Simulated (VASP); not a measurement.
Input:

```
TaSb
1.0
    4.01700     0.00000     0.00000
    0.00000     4.01700     0.00000
    0.00000     0.00000     4.01700
Ta Sb
1 1
Cartesian
  0.00000   0.00000   0.00000
  2.00850   2.00850   2.00850
```

Method: PBEsol GGA, VASP's PBE PAW potentials (set 64) (plane waves; VASP 6.6.1). Numerical set-up: 400 eV cut-off, 8×8×8 Γ-centred mesh, first-order Methfessel-Paxton smearing of 0.10 eV, potentials Ta_pv Sb.

Energy and stress use the plane-wave basis of the starting cell.

Problem. The ions, cell shape and volume are relaxed. What does this cell relax into?

Solution. 
```
TaSb
1.0
    3.37590     0.00000     0.00000
    0.00000     3.37590     0.00000
    0.00000     0.00000     3.37590
Ta Sb
1 1
Direct
  0.00000   0.00000   0.00000
  0.50000   0.50000   0.50000
```
Space group Pm-3m (221), at a tolerance of 0.03 Å.

Problem. How do energy and volume change from the first to the last step?

Solution. The energy (σ→0) changes by -1678.1 meV/atom and the volume by -40.6 %, in 5 ionic steps.

```
step  E(σ→0) (eV)  max force (eV/Å)  pressure (GPa)  volume (Å³)
----  -----------  ----------------  --------------  -----------
1        -13.5931             0.000          -24.70        64.82
2        -14.6080             0.000           97.44        28.34
3        -16.9318             0.000           -4.55        39.68
4        -16.9470             0.000           -1.70        38.91
5        -16.9493             0.000            0.04        38.47
```

The structure was generated: TaSb was put into the CsCl type type (Pm-3m), which need not be its known phase. This run relaxes it. Symmetry was kept, so distortions that lower it aren't found.
